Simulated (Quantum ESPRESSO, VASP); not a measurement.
This is a calculation of Be3C for Quantum ESPRESSO 7.5. The cell comes from a database or a generator and needn't be the stable form of this composition.

pw.in

```
&CONTROL
  calculation = 'scf'
  prefix = 'pwscf'
  outdir = './tmp'
  pseudo_dir = './pseudo'
  tprnfor = .true.
  tstress = .true.
  disk_io = 'nowf'
/
&SYSTEM
  ibrav = 0
  nat = 4
  ntyp = 2
  ecutwfc = 55
  ecutrho = 440
  nbnd = 14
  occupations = 'smearing'
  smearing = 'fd'
  degauss = 0.00367493
/
&ELECTRONS
  conv_thr = 8d-10
  electron_maxstep = 120
  mixing_beta = 0.5
/
ATOMIC_SPECIES
Be     9.0122 be_pbe_v1.4.uspp.F.UPF
C     12.0110 C.pbe-n-kjpaw_psl.1.0.0.UPF
CELL_PARAMETERS angstrom
   2.5646348900    0.0000000000    0.0000000000
   0.0000000000    2.5646348900    0.0000000000
   0.0000000000    0.0000000000    6.6864038900
ATOMIC_POSITIONS crystal
Be     0.5000000000    0.5000000000    0.7642198200
Be     0.0000000000    0.0000000000    0.5000000000
Be     0.5000000000    0.5000000000    0.2357801800
C      0.0000000000    0.0000000000    0.0000000000
K_POINTS automatic
10 10 4 0 0 0
```

Potentials or basis: SSSP 1.3 efficiency PBE.

Launch:

```bash
$ OMP_NUM_THREADS=1 pw.x -in pw.in > pw.out
```

Question: Translate it to VASP 6.6.1. Potentials or basis there: PBE PAW files Be, C, 520 eV.

Answer: As run (cutoffs and basis follow the program's own potentials, and thresholds, step limits or extra output files can differ):

The input INCAR:

```
PREC = Accurate
ENCUT = 520
EDIFF = 1E-7
ISMEAR = -1
SIGMA = 0.05
LREAL = F
LASPH = T
NELM = 60
ALGO = Normal
ISIF = 2
LWAVE = F
LCHARG = T
GGA = PE
LELF = T
LVHAR = T
NBANDS = 13
```

The input KPOINTS:

```
regular mesh
0
Gamma
  10 10 4
```

Contents of POSCAR:

```
Be3C
1.0
    2.5646348900      0.0000000000      0.0000000000
    0.0000000000      2.5646348900      0.0000000000
    0.0000000000      0.0000000000      6.6864038900
Be C
3 1
Direct
    0.5000000000      0.5000000000      0.7642198200
    0.0000000000      0.0000000000      0.5000000000
    0.5000000000      0.5000000000      0.2357801800
    0.0000000000      0.0000000000      0.0000000000
```

Potentials or basis: VASP PAW PBE potentials, release 64 (Be, C).

Run with:

```sh
$ cat potpaw_PBE.64/Be/POTCAR potpaw_PBE.64/C/POTCAR > POTCAR
$ mpirun -np 1 vasp_std > vasp.out
```

Both were run:

|  | Quantum ESPRESSO | VASP |
| --- | --- | --- |
| Pressure | -27.2 GPa | -27.2 GPa |
| Largest force | 1.001 eV/Å | 0.997 eV/Å |

The potentials hold 16 and 10 valence electrons a cell.

The cell lies far from this level's equilibrium.

Pressure is positive in compression.
